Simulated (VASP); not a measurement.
# What goes wrong when Cu (Copper) is relaxed with a bad input

Some relaxations of Cu (Copper) get a fault in the input on purpose. Which of them show, and how? The starting structure is a measured crystal structure from the Crystallography Open Database. The first relaxation on each setting starts from this cell expanded by 3 % in volume.

Method: Kohn-Sham DFT with plane waves and PAW; PBEsol, in VASP 6.6.1.

### 1. Starting point

The structure is cubic, space group Fm-3m (No. 225). Conventional cell: a = 3.615 Å, b = 3.615 Å, c = 3.615 Å, α = 90.00°, β = 90.00°, γ = 90.00°. Cu has 12 Cu at 2.56 Å nearest.

### 2. Reference relaxation

This run starts from the cell of an earlier relaxation, which isn't shown; the restart sets up the plane waves anew.

The input, INCAR:

```
SYSTEM = Cu
PREC = Accurate
ENCUT = 450
EDIFF = 1E-06
NELM = 100
ISMEAR = 1
SIGMA = 0.15
LREAL = .FALSE.
ALGO = Normal
GGA = PS
NBANDS = 11
LORBIT = 11
LWAVE = .FALSE.
LCHARG = .FALSE.
KPAR = 4
IBRION = 2
NSW = 50
ISIF = 3
EDIFFG = -0.006
```

The input, POSCAR:

```
Cu
1.0
    0.0000000000      1.7828348467      1.7828348467
    1.7828348467      0.0000000000      1.7828348467
    1.7828348467      1.7828348467      0.0000000000
Cu
1
Direct
    0.0000000000      0.0000000000      0.0000000000
```

The input, KPOINTS:

```
Automatic mesh
0
Gamma
22 22 22
0 0 0
```

Potentials, in the order of the species: Cu (PBE family, release 64).

Run with:

```console
mpirun -np 4 vasp_std
```

The program printed:

```text
[banner, memory and clock lines left out]
running    4 mpi-ranks, on    1 nodes
 distrk:  each k-point on    1 cores,    4 groups
 distr:  one band on    1 cores,    1 groups

 POSCAR found type information on POSCAR Cu
 POSCAR found :  1 types and       1 ions
|                                                                             |
|               ----> ADVICE to this user running VASP <----                  |
|                                                                             |
|     You enforced a specific xc type in the INCAR file but a different       |
|     [... a line on the potential file left out ...]
|     I HOPE YOU KNOW WHAT YOU ARE DOING!                                     |
|                                                                             |

 LDA part: xc-table for (Slater+PW92), standard interpolation
 POSCAR, INCAR and KPOINTS ok, starting setup
 FFT: planning ... GRIDC
 FFT: planning ... GRID_SOFT
 FFT: planning ... GRID
 WAVECAR not read
 entering main loop
       N       E                     dE             d eps       ncg     rms          rms(c)
DAV:   1     0.363315317994E+02    0.36332E+02   -0.50299E+03  7957   0.151E+03
DAV:   2    -0.450510633451E+01   -0.40837E+02   -0.37802E+02  7363   0.191E+02
DAV:   3    -0.540073840016E+01   -0.89563E+00   -0.88960E+00  8309   0.356E+01
DAV:   4    -0.540594406323E+01   -0.52057E-02   -0.52049E-02  8038   0.236E+00
DAV:   5    -0.540599537340E+01   -0.51310E-04   -0.51310E-04  8188   0.233E-01    0.843E+00
DAV:   6    -0.473944992467E+01    0.66655E+00   -0.17759E+01  8351   0.851E+01    0.415E+00
DAV:   7    -0.432334527429E+01    0.41610E+00   -0.26811E+00  8325   0.328E+01    0.587E-01
DAV:   8    -0.431046172644E+01    0.12884E-01   -0.55618E-03  8168   0.120E+00    0.319E-01
DAV:   9    -0.430861280629E+01    0.18489E-02   -0.10301E-02  8480   0.184E+00    0.216E-02
DAV:  10    -0.430862070357E+01   -0.78973E-05   -0.30514E-05  9791   0.903E-02    0.680E-03
DAV:  11    -0.430862174425E+01   -0.10407E-05   -0.73119E-07  5218   0.177E-02    0.264E-04
DAV:  12    -0.430862177072E+01   -0.26477E-07   -0.63850E-08  3968   0.272E-03
   1 F= -.43086218E+01 E0= -.43087081E+01  d E =-.430862E+01
 curvature:   0.00 expect dE= 0.000E+00 dE for cont linesearch  0.000E+00
 trial: gam= 0.00000 g(F)=  0.235E-63 g(S)=  0.456E-04 ort = 0.000E+00 (trialstep = 0.100E+01)
 search vector abs. value=  0.456E-04
 bond charge predicted
       N       E                     dE             d eps       ncg     rms          rms(c)
DAV:   1    -0.431018720766E+01   -0.15655E-02   -0.26523E-02  8479   0.365E+00    0.326E-01
DAV:   2    -0.430914114356E+01    0.10461E-02   -0.21074E-02  8284   0.284E+00    0.127E-01
DAV:   3    -0.430867285347E+01    0.46829E-03   -0.32022E-03  8319   0.114E+00    0.455E-02
DAV:   4    -0.430863096658E+01    0.41887E-04   -0.49779E-05  8772   0.729E-02    0.147E-03
DAV:   5    -0.430863086650E+01    0.10008E-06   -0.28590E-07  5059   0.592E-03
   2 F= -.43086309E+01 E0= -.43087176E+01  d E =-.909578E-05
 trial-energy change:   -0.000009  1 .order   -0.000008   -0.000046    0.000030
 step:   0.6061(harm=  0.6061)  dis= 0.00000  next Energy=    -4.308636 (dE=-0.138E-04)
 bond charge predicted
       N       E                     dE             d eps       ncg     rms          rms(c)
DAV:   1    -0.430887778027E+01   -0.24681E-03   -0.40746E-03  8449   0.144E+00    0.128E-01
DAV:   2    -0.430871419064E+01    0.16359E-03   -0.32243E-03  8281   0.111E+00    0.495E-02
DAV:   3    -0.430864303118E+01    0.71159E-04   -0.49083E-04  8269   0.447E-01    0.180E-02
DAV:   4    -0.430863655304E+01    0.64781E-05   -0.81365E-06  8347   0.300E-02    0.715E-04
DAV:   5    -0.430863662136E+01   -0.68325E-07   -0.51818E-08  3797   0.247E-03
   3 F= -.43086366E+01 E0= -.43087233E+01  d E =-.148506E-04
 curvature:  -0.30 expect dE=-0.157E-06 dE for cont linesearch -0.157E-06
 trial: gam= 0.00000 g(F)=  0.774E-62 g(S)=  0.520E-06 ort =-0.487E-05 (trialstep = 0.921E+00)
 search vector abs. value=  0.520E-06
 reached required accuracy - stopping structural energy minimisation
```

Elapsed: 26 s, on 4 MPI ranks of AMD EPYC 7R43, shared host; peak memory 0.47 GiB; 1.7 min of CPU time.

Lines that name or quote the potential files are left out of all logs, and their timing lines are given in words.

OUTCAR, selected parts (step 2):

```text
ion  position               nearest neighbor table
   1  0.000  0.000  0.000-

  LATTYP: Found a face centered cubic cell.
 ALAT       =     3.5656696934

 Subroutine GETGRP returns: Found 48 space group operations
 (whereof 48 operations were pure point group operations)

The static configuration has the point symmetry O_h .

 Found    328 irreducible k-points:

   k-points           NKPTS =    328   k-points in BZ     NKDIM =    328   number of bands    NBANDS=     11

   dimension x,y,z NGX =    18 NGY =   18 NGZ =   18
   dimension x,y,z NGXF=    36 NGYF=   36 NGZF=   36

   ENCUT  =  450.0 eV  33.07 Ry    5.75 a.u.   4.36  4.36  4.36*2*pi/ulx,y,z

   NELECT =      11.0000    total number of electrons

 k-points in reciprocal lattice and weights: Automatic mesh
   0.00000000  0.00000000  0.00000000       0.000
   0.04545455  0.00000000  0.00000000       0.001
   0.09090909  0.00000000  0.00000000       0.001
   0.13636364  0.00000000  0.00000000       0.001
   0.18181818  0.00000000  0.00000000       0.001
   0.22727273  0.00000000  0.00000000       0.001
   0.27272727  0.00000000  0.00000000       0.001
   0.31818182  0.00000000  0.00000000       0.001
   0.36363636  0.00000000  0.00000000       0.001
[...]
-0.27272727  0.45454545  0.22727273       0.002
  -0.27272727  0.50000000  0.22727273       0.001

 average (electrostatic) potential at core
       1 -63.1346

 E-fermi :   7.9271

 k-point     1 :       0.0000    0.0000    0.0000
  band No.  band energies     occupation
    ...
      2       4.7802      2.00000
      3       4.7802      2.00000
      4       4.7802      2.00000
      5       5.6719      2.00000
      6       5.6719      2.00000
      7      30.8656      0.00000
      8      33.8129      0.00000
      9      33.8129      0.00000
     10      33.8129      0.00000
     11      36.3310      0.00000

 k-point     2 :       0.0455    0.0000    0.0000
  band No.  band energies     occupation
    ...
      2       4.7627      2.00000
      3       4.7957      2.00000
      4       4.7957      2.00000
      5       5.6655      2.00000
      6       5.6655      2.00000
      7      30.5053      0.00000
      8      32.6489      0.00000
      9      33.5500      0.00000
     10      33.5500      0.00000
     11      36.7011      0.00000

 k-point     3 :       0.0909    0.0000    0.0000
  band No.  band energies     occupation
    ...
      2       4.7134      2.00000
      3       4.8381      2.00000
      4       4.8381      2.00000
      5       5.6503      2.00000
      6       5.6503      2.00000
      7      28.8993      0.00000
      8      31.8057      0.00000
      9      33.0163      0.00000
     10      33.0163      0.00000
     11      37.5325      0.00000

  Total        0.0018949      0.0018949      0.0018949     -0.0000000      0.0000000      0.0000000
  in kB        0.2682907      0.2682907      0.2682907     -0.0000000      0.0000000      0.0000000
  external PRESSURE =       0.2682907 kB  Pullay stress =       0.0000000 kB

  energy-cutoff  :      450.00
  volume of cell :       11.32
      direct lattice vectors                 reciprocal lattice vectors
     0.000000000  1.781909673  1.781909673    -0.280597837  0.280597837  0.280597837
     1.781909673 -0.000000000  1.781909673     0.280597837 -0.280597837  0.280597837
     1.781909673  1.781909673 -0.000000000     0.280597837  0.280597837 -0.280597837

 POSITION                                       TOTAL-FORCE (eV/Angst)
 -----------------------------------------------------------------------------------
      0.00000      0.00000     -0.00000        -0.000000     -0.000000      0.000000
 -----------------------------------------------------------------------------------
    total drift:                                0.000000     -0.000000      0.000000

  FREE ENERGIE OF THE ION-ELECTRON SYSTEM (eV)
  ---------------------------------------------------
  free  energy   TOTEN  =        -4.3086366214 eV

  energy  without entropy=       -4.3088965202  energy(sigma->0) =       -4.30872325

 reached required accuracy - stopping structural energy minimisation

 total charge
# of ion       s       p       d       tot
------------------------------------------
    1        0.465   0.417   9.172  10.055

[... 3 further parts left out ...]
```

CONTCAR:

```
Cu
   1.00000000000000
     0.0000000000000000    1.7819096728849280    1.7819096728849280
     1.7819096728849280   -0.0000000000000000    1.7819096728849280
     1.7819096728849280    1.7819096728849280   -0.0000000000000000
  Cu
     1
Direct
     0.0000000000000000    0.0000000000000000    0.0000000000000000
```

This run has no spin polarisation. Its electron count is odd, so without a moment it is a metal by construction. The PAW data sets were made with PBE, which is usual practice but a small mismatch for other functionals. The run keeps the 48 symmetry operations of its start, so it cannot find a distortion of lower symmetry.

The reference relaxation ends at 11.316 Å³ an atom.

### 3. Relaxation with a k mesh far too coarse

A slip made on purpose: a k mesh far too coarse. Against step 2 the input has a 2×2×2 mesh (also changed: NELM, NCORE and KPAR).

INCAR, as its differences from that of step 2:

```diff
@@ -4,3 +4,3 @@
 EDIFF = 1E-06
-NELM = 100
+NELM = 60
 ISMEAR = 1
@@ -14,3 +14,3 @@
 LCHARG = .FALSE.
-KPAR = 4
+NCORE = 4
 IBRION = 2
```

The input, POSCAR:

```
Cu
1.0
    0.0000000000      1.8253972035      1.8253972035
    1.8253972035      0.0000000000      1.8253972035
    1.8253972035      1.8253972035      0.0000000000
Cu
1
Direct
    0.0000000000      0.0000000000      0.0000000000
```

The input, KPOINTS:

```
Automatic mesh
0
Gamma
2 2 2
0 0 0
```

Run with:

```console
mpirun -np 4 vasp_std
```

The program printed:

```text
[banner, memory and clock lines left out]
running    4 mpi-ranks, on    1 nodes
[...]
[... a notice as in an earlier step ...]

 LDA part: xc-table for (Slater+PW92), standard interpolation
 POSCAR, INCAR and KPOINTS ok, starting setup
[...]
entering main loop
       N       E                     dE             d eps       ncg     rms          rms(c)
DAV:   1     0.387195442252E+02    0.38720E+02   -0.49616E+03    66   0.136E+03
DAV:   2    -0.213623520129E+01   -0.40856E+02   -0.39629E+02    69   0.186E+02
DAV:   3    -0.322146773136E+01   -0.10852E+01   -0.10820E+01    88   0.370E+01
DAV:   4    -0.322734199002E+01   -0.58743E-02   -0.58737E-02    91   0.238E+00
[...]
DAV:  25    -0.227537191334E+01    0.95228E-05   -0.20249E-06    33   0.310E-02    0.331E-02
DAV:  26    -0.227536832700E+01    0.35863E-05   -0.10429E-06    36   0.221E-02    0.141E-02
DAV:  27    -0.227536768700E+01    0.63999E-06   -0.17703E-07    33   0.963E-03
   1 F= -.22753677E+01 E0= -.22765511E+01  d E =-.227537E+01
[... from here on, the cycles between the ionic steps are left out ...]
   2 F= -.23211253E+01 E0= -.23159677E+01  d E =-.457576E-01
   3 F= -.23422339E+01 E0= -.23373901E+01  d E =-.668663E-01
   4 F= -.23398912E+01 E0= -.23422038E+01  d E =-.645235E-01
   5 F= -.23425712E+01 E0= -.23399138E+01  d E =-.672036E-01
   6 F= -.23425956E+01 E0= -.23399900E+01  d E =-.243055E-04
   7 F= -.23422756E+01 E0= -.23374742E+01  d E =0.295600E-03
   8 F= -.23422789E+01 E0= -.23374743E+01  d E =-.320467E-05
   9 F= -.23422850E+01 E0= -.23374850E+01  d E =-.931230E-05
  10 F= -.23422967E+01 E0= -.23375086E+01  d E =-.210970E-04
  11 F= -.23423183E+01 E0= -.23375543E+01  d E =-.426406E-04
  12 F= -.23423544E+01 E0= -.23376457E+01  d E =-.787933E-04
  13 F= -.23424839E+01 E0= -.23393115E+01  d E =-.208258E-03
[...]
reached required accuracy - stopping structural energy minimisation
```

Run time: 3.2 s. Hardware: 4 MPI ranks; peak memory 0.26 GiB; 9.7 s of CPU time.

From OUTCAR (step 3):

```text
  Total       -0.0047329     -0.0047329     -0.0047329     -0.0000000      0.0000000      0.0000000
  in kB       -0.5611919     -0.5611919     -0.5611919     -0.0000000      0.0000000      0.0000000
  external PRESSURE =      -0.5611919 kB  Pullay stress =       0.0000000 kB

 POSITION                                       TOTAL-FORCE (eV/Angst)
 -----------------------------------------------------------------------------------
     -0.00000      0.00000      0.00000         0.000000     -0.000000      0.000000
 -----------------------------------------------------------------------------------
    total drift:                                0.000000     -0.000000      0.000000

  FREE ENERGIE OF THE ION-ELECTRON SYSTEM (eV)
  ---------------------------------------------------
  free  energy   TOTEN  =        -2.3424839077 eV

  energy  without entropy=       -2.3329666107  energy(sigma->0) =       -2.33931148

[... 1 part as in an earlier step ...]

[... 3 further parts left out ...]
[key lines of the parts left out:]
E-fermi :   5.2417
```

Logs of long relaxations may skip ionic steps without a mark.

With a k mesh far too coarse the cell ends at 13.512 Å³ an atom, +19.41 % from the reference.

### 4. Relaxation with low precision and a small cutoff

A slip made on purpose: low precision and a small cutoff. Against step 2 the input has PREC = Low and ENCUT = 240 (also changed: NELM).

INCAR, as its differences from that of step 3:

```diff
@@ -1,4 +1,4 @@
 SYSTEM = Cu
-PREC = Accurate
-ENCUT = 450
+PREC = Low
+ENCUT = 240
 EDIFF = 1E-06
@@ -14,3 +14,3 @@
 LCHARG = .FALSE.
-NCORE = 4
+KPAR = 4
 IBRION = 2
```

POSCAR is that of step 3.

The input, KPOINTS:

```
Automatic mesh
0
Gamma
22 22 22
0 0 0
```

Run with:

```console
mpirun -np 4 vasp_std
```

The program printed:

```text
[banner, memory and clock lines left out]
running    4 mpi-ranks, on    1 nodes
[...]
[... a notice as in an earlier step ...]

 LDA part: xc-table for (Slater+PW92), standard interpolation
 POSCAR, INCAR and KPOINTS ok, starting setup
[...]
entering main loop
       N       E                     dE             d eps       ncg     rms          rms(c)
DAV:   1     0.270309797123E+02    0.27031E+02   -0.36271E+03  7578   0.835E+02
DAV:   2    -0.482402906728E+01   -0.31855E+02   -0.29661E+02  7369   0.144E+02
DAV:   3    -0.526286092903E+01   -0.43883E+00   -0.43780E+00  8267   0.207E+01
DAV:   4    -0.526460287098E+01   -0.17419E-02   -0.17419E-02  7750   0.118E+00
DAV:   5    -0.526461364148E+01   -0.10770E-04   -0.10770E-04  8068   0.939E-02BRMIX: very serious problems
 the old and the new charge density differ
 old charge density:    11.00000 new   11.00011
BRMIX: very serious problems
 the old and the new charge density differ
 old charge density:    11.00000 new   11.00011
BRMIX: very serious problems
[...]
0.872E+00
DAV:   6    -0.459877030190E+01    0.66584E+00   -0.20754E+01  8307   0.720E+01    0.463E+00
DAV:   7    -0.409407226097E+01    0.50470E+00   -0.29572E+00  8308   0.271E+01    0.300E-01
DAV:   8    -0.408834608098E+01    0.57262E-02   -0.15328E-02  8292   0.207E+00    0.384E-01
DAV:   9    -0.408569961319E+01    0.26465E-02   -0.14993E-02  8285   0.172E+00    0.306E-02
DAV:  10    -0.408569770357E+01    0.19096E-05   -0.67221E-05 10286   0.119E-01    0.633E-03
DAV:  11    -0.408569812070E+01   -0.41713E-06   -0.46799E-07  5235   0.105E-02
   1 F= -.40856981E+01 E0= -.40857366E+01  d E =-.408570E+01
[...]
DAV:   1    -0.126898554370E+03   -0.12281E+03   -0.13306E+03  8789   0.484E+02BRMIX: very serious problems
[...]
BRMIX: very serious problems
[...]
BRMIX: very serious problems
[... from here on, the cycles between the ionic steps are left out ...]
   2 F= 0.43488351E+01 E0= 0.43489663E+01  d E =0.843453E+01
   3 F= -.45002782E+01 E0= -.45003473E+01  d E =-.414580E+00
   4 F= -.45008363E+01 E0= -.45009034E+01  d E =-.415138E+00
   5 F= -.44838340E+01 E0= -.44838668E+01  d E =-.398136E+00
   6 F= -.45011374E+01 E0= -.45012013E+01  d E =-.415439E+00
[...]
reached required accuracy - stopping structural energy minimisation
```

Run time: 10 s. Hardware: 4 MPI ranks; peak memory 0.31 GiB; 38 s of CPU time.

OUTCAR, selected parts (step 4):

```text
  Total       -0.0043324     -0.0043324     -0.0043324     -0.0000000      0.0000000      0.0000000
  in kB       -0.6741972     -0.6741972     -0.6741972     -0.0000000      0.0000000      0.0000000
  external PRESSURE =      -0.6741972 kB  Pullay stress =       0.0000000 kB

 POSITION                                       TOTAL-FORCE (eV/Angst)
 -----------------------------------------------------------------------------------
      0.00000      0.00000      0.00000         0.000000      0.000000     -0.000000
 -----------------------------------------------------------------------------------
    total drift:                               -0.000000      0.000000      0.000000

  FREE ENERGIE OF THE ION-ELECTRON SYSTEM (eV)
  ---------------------------------------------------
  free  energy   TOTEN  =        -4.5011374064 eV

  energy  without entropy=       -4.5013292198  energy(sigma->0) =       -4.50120134

[... 2 parts as in an earlier step ...]

[... 2 further parts left out ...]
[key lines of the parts left out:]
E-fermi :   9.2296
```

With low precision and a small cutoff the cell ends at 10.296 Å³ an atom, -9.02 % from the reference.

(Part 1 of 2 ends here.)

[Lines on the potential files, build, host, timing and source positions are cut from VASP's logs without a mark.]

[Logs are printed without paths, hosts, clocks, repeated set-up lines and the standing remarks that a program may print on its own settings, such as how far it seeks lower states.]

[Hosts, paths, dates, database ids (printed as entryN), source tags and the programs' standing remarks are cut or masked in the printed files.]
